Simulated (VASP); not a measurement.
```
CELL_PARAMETERS angstrom
      3.18653     0.00000     0.00000
     -1.59326     2.75961     0.00000
      0.00000     0.00000     3.57370
ATOMIC_POSITIONS crystal
  Zr 0.00000 0.00000 0.00000
  B  0.33333 0.66667 0.50000
  B  0.66667 0.33333 0.50000
```

Method: PBE GGA, VASP's PBE PAW potentials (set 64) (plane waves; VASP). Numerical set-up: 400 eV cut-off, 16×16×12 Γ-centred mesh, Fermi-Dirac smearing of 0.10 eV, potentials Zr_sv B.

At this cut-off the stress carries a Pulay error, which pulls relaxed volumes low.

Estimate the energy per atom (σ→0), pressure, band gap (on the k-mesh) with the smallest direct gap where there is one.

| Quantity | Value |
|---|---|
| band gap (on the k-mesh) | none (metal, semimetal or under 0.01 eV) |
| energy per atom (σ→0) | -8.323 eV/atom |
| pressure | -4.13 GPa |

The absolute energy has meaning only against runs of the same code, potentials and settings.

The structure comes from a computed database's ZrB2 entry; how it stands against other phases isn't given here. The cell was not relaxed at this level.
